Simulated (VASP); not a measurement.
Computed with PBE GGA, VASP's PBE PAW potentials (set 64) (plane waves; VASP).

A VASP calculation is set up with these files.

KPOINTS:
```
Automatic mesh
0
Gamma
12 12 12
0 0 0
```

### POSCAR
```
FeAl
1
    2.8626843745     0.0000000000     0.0000000000
    0.0000000000     2.8626843745     0.0000000000
   -0.0000000000     0.0000000000     2.8626843745
Al Fe
1 1
Direct
  0.5000000000   0.5000000000   0.5000000000
  0.0000000000   0.0000000000   0.0000000000
```

**INCAR**
```
ALGO=Normal
EDIFF=1E-7
EDIFFG=-0.01
ENCUT=480
GGA=PE
IBRION=2
ISIF=3
ISMEAR=1
LASPH=.TRUE.
LCHARG=.FALSE.
LMAXMIX=4
LREAL=.FALSE.
LWAVE=.FALSE.
NELM=100
NSW=40
PREC=Accurate
PSTRESS=10
SIGMA=0.1
SYSTEM=FeAl
```

POTCAR, in this order: Al Fe (PBE.64 set). Program: vasp_std.

Output

OUTCAR:
```
 ion  position               nearest neighbor table
   1  0.500  0.500  0.500-   2 2.48   2 2.48   2 2.48   2 2.48   2 2.48   2 2.48   2 2.48   2 2.48
  LATTYP: Found a simple cubic cell.
 ALAT       =     2.8626843745
 Subroutine PRICEL returns:
 Original cell was already a primitive cell.
 Subroutine GETGRP returns: Found 48 space group operations
The static configuration has the point symmetry O_h .
The dynamic configuration has the point symmetry O_h .
 Subroutine INISYM returns: Found 48 space group operations
 Subroutine IBZKPT returns following result:
 Found     84 irreducible k-points:

 Following reciprocal coordinates:
            Coordinates               Weight
  0.000000  0.000000  0.000000      1.000000
  0.083333  0.000000  0.000000      6.000000
  0.166667  0.000000  0.000000      6.000000
  0.250000  0.000000  0.000000      6.000000
  0.333333  0.000000  0.000000      6.000000
  0.416667  0.000000  0.000000      6.000000
  0.500000  0.000000  0.000000      3.000000
  0.083333  0.083333  0.000000     12.000000
  0.166667  0.083333  0.000000     24.000000
  0.250000  0.083333  0.000000     24.000000
  0.333333  0.083333  0.000000     24.000000
  0.416667  0.083333  0.000000     24.000000
  0.500000  0.083333  0.000000     12.000000
  0.166667  0.166667  0.000000     12.000000
  0.250000  0.166667  0.000000     24.000000
  0.333333  0.166667  0.000000     24.000000
  0.416667  0.166667  0.000000     24.000000
  0.500000  0.166667  0.000000     12.000000
  0.250000  0.250000  0.000000     12.000000
  0.333333  0.250000  0.000000     24.000000
  0.416667  0.250000  0.000000     24.000000
  0.500000  0.250000  0.000000     12.000000
  0.333333  0.333333  0.000000     12.000000
  0.416667  0.333333  0.000000     24.000000
  0.500000  0.333333  0.000000     12.000000
  0.416667  0.416667  0.000000     12.000000
  0.500000  0.416667  0.000000     12.000000
  0.500000  0.500000  0.000000      3.000000
  0.083333  0.083333  0.083333      8.000000
  0.166667  0.083333  0.083333     24.000000
  0.250000  0.083333  0.083333     24.000000
  0.333333  0.083333  0.083333     24.000000
  0.416667  0.083333  0.083333     24.000000
  0.500000  0.083333  0.083333     12.000000
  0.166667  0.166667  0.083333     24.000000
  0.250000  0.166667  0.083333     48.000000
  0.333333  0.166667  0.083333     48.000000
  0.416667  0.166667  0.083333     48.000000
  0.500000  0.166667  0.083333     24.000000
  0.250000  0.250000  0.083333     24.000000
   k-points           NKPTS =     84   k-points in BZ     NKDIM =     84   number of bands    NBANDS=      9
   number of dos      NEDOS =    301   number of ions     NIONS =      2
   total plane-waves  NPLWV =   8000
   dimension x,y,z NGX =    20 NGY =   20 NGZ =   20
   dimension x,y,z NGXF=    40 NGYF=   40 NGZF=   40
   ions per type =               1   1
   PREC   = accura    normal or accurate (medium, high low for compatibility)
   ISTART =      0    job   : 0-new  1-cont  2-samecut
   ICHARG =      2    charge: 1-file 2-atom 10-const
   ISPIN  =      1    spin polarized calculation?
   LNONCOLLINEAR =      F non collinear calculations
   LSORBIT =      F    spin-orbit coupling
   INIWAV =      1    electr: 0-lowe 1-rand  2-diag
   ENCUT  =  480.0 eV  35.28 Ry    5.94 a.u.   5.11  5.11  5.11*2*pi/ulx,y,z
   NELM   =    100;   NELMIN=  2; NELMDL= -5     # of ELM steps
   EDIFF  = 0.1E-06   stopping-criterion for ELM
   LREAL  =      F    real-space projection
   NLSPLINE    = F    spline interpolate recip. space projectors
   LMAXMIX     =    4 max onsite mixed and CHGCAR
   VOSKOWN=      0    Vosko Wilk Nusair interpolation
...
```

**OSZICAR**
```
       N       E                     dE             d eps       ncg     rms          rms(c)
DAV:   1     0.268313064925E+02    0.26831E+02   -0.48943E+03  1536   0.115E+03
DAV:   2    -0.134875724646E+02   -0.40319E+02   -0.38211E+02  1521   0.168E+02
DAV:   3    -0.145654849227E+02   -0.10779E+01   -0.10630E+01  1858   0.385E+01
DAV:   4    -0.145835948510E+02   -0.18110E-01   -0.18103E-01  1899   0.439E+00
DAV:   5    -0.145840179763E+02   -0.42313E-03   -0.42308E-03  1883   0.600E-01    0.139E+01
DAV:   6    -0.165286448206E+02   -0.19446E+01   -0.73958E+01  1758   0.135E+02    0.179E+01
DAV:   7    -0.126649508133E+02    0.38637E+01   -0.36426E+01  1709   0.837E+01    0.250E+00
DAV:   8    -0.126343433679E+02    0.30607E-01   -0.21868E-01  1680   0.572E+00    0.146E+00
DAV:   9    -0.126189929869E+02    0.15350E-01   -0.50878E-02  1847   0.345E+00    0.356E-01
DAV:  10    -0.126185467185E+02    0.44627E-03   -0.10548E-03  2007   0.452E-01    0.162E-01
DAV:  11    -0.126185235052E+02    0.23213E-04   -0.35560E-05  1796   0.676E-02    0.589E-03
DAV:  12    -0.126185236132E+02   -0.10799E-06   -0.92127E-07  1903   0.875E-03    0.473E-03
DAV:  13    -0.126185235114E+02    0.10177E-06   -0.22716E-07   877   0.589E-03    0.126E-03
DAV:  14    -0.126185234764E+02    0.35038E-07   -0.48411E-08   841   0.192E-03
   1 F= -.12472100E+02 E0= -.12472041E+02  d E =-.124721E+02
```

File OUTCAR:
```
------------------------ aborting loop because EDIFF is reached ----------------------------------------
  FORCE on cell =-STRESS in cart. coord.  units (eV):
  Direction    XX          YY          ZZ          XY          YZ          ZX
  --------------------------------------------------------------------------------------
  Total        0.1506493      0.1506493      0.1506493     -0.0000000      0.0000000     -0.0000000
  in kB       10.2886219     10.2886219     10.2886219     -0.0000000      0.0000000     -0.0000000
  external PRESSURE =       0.2886219 kB  Pullay stress =      10.0000000 kB
  volume of cell :       23.46
      direct lattice vectors                 reciprocal lattice vectors
     2.862684375  0.000000000  0.000000000     0.349322478  0.000000000  0.000000000
     0.000000000  2.862684375  0.000000000     0.000000000  0.349322478  0.000000000
     0.000000000  0.000000000  2.862684375     0.000000000  0.000000000  0.349322478
 POSITION                                       TOTAL-FORCE (eV/Angst)
 -----------------------------------------------------------------------------------
      1.43134      1.43134      1.43134         0.000000      0.000000      0.000000
      0.00000      0.00000      0.00000         0.000000      0.000000      0.000000
 -----------------------------------------------------------------------------------
    total drift:                               -0.000000      0.000000     -0.000000
  FREE ENERGIE OF THE ION-ELECTRON SYSTEM (eV)
  ---------------------------------------------------
  free  energy   TOTEN  =       -12.6185234764 eV

  energy  without entropy=      -12.6183454765  energy(sigma->0) =      -12.61846414
  enthalpy is  TOTEN    =       -12.4721003012 eV   P V=        0.1464231751

 reached required accuracy - stopping structural energy minimisation
```
(Selected blocks of OUTCAR.)

File OUTCAR:
```
 val. band max:        8.0043761401   @ k =   0.0833   0.0833   0.0000

 cond. band min:       8.0213079940   @ k =   0.3333   0.1667   0.0000


 Fermi energy:         8.0101108655

 k-point     1 :       0.0000    0.0000    0.0000
  band No.  band energies     occupation
      1      -2.3322      2.00000
      2       5.7829      2.00000
      3       5.7829      2.00000
      4       8.1790     -0.03810
      5       8.1790     -0.03809
      6       8.1790     -0.03809
      7      14.5906      0.00000
      8      14.5906      0.00000
      9      14.5906      0.00000

 k-point     2 :       0.0833    0.0000    0.0000
  band No.  band energies     occupation
      1      -2.2008      2.00000
      2       5.7662      2.00000
      3       5.8237      2.00000
      4       8.0955     -0.00499
      5       8.0955     -0.00502
      6       8.1876     -0.03086
      7      13.5259      0.00000
      8      14.7841      0.00000
      9      14.7841      0.00000

 k-point     3 :       0.1667    0.0000    0.0000
  band No.  band energies     occupation
      1      -1.8100      2.00000
      2       5.6580      2.00000
      3       5.9375      2.00000
      4       7.8826      2.07018
      5       7.8826      2.07018
      6       8.2111     -0.01550
      7      11.8557      0.00000
      8      15.3290      0.00000
      9      15.3290      0.00000

 k-point     4 :       0.2500    0.0000    0.0000
  band No.  band energies     occupation
      1      -1.1704      2.00000
      2       5.2834      2.00000
      3       6.0999      2.00000
      4       7.6207      2.00000
      5       7.6207      2.00000
      6       8.2434     -0.00473
      7      10.4870      0.00000
      8      16.1503      0.00000
      9      16.1503      0.00000

 k-point     5 :       0.3333    0.0000    0.0000
  band No.  band energies     occupation
      1      -0.3008      2.00000
      2       4.4654      2.00000
      3       6.2709      2.00000
...
```

The compound is FeAl in the CsCl type structure. It was relaxed first under an external pressure of 1 GPa. The run is not spin-polarised, so no magnetic state was tried. The electron count is odd and the run is not spin-polarised, which forces a metal.
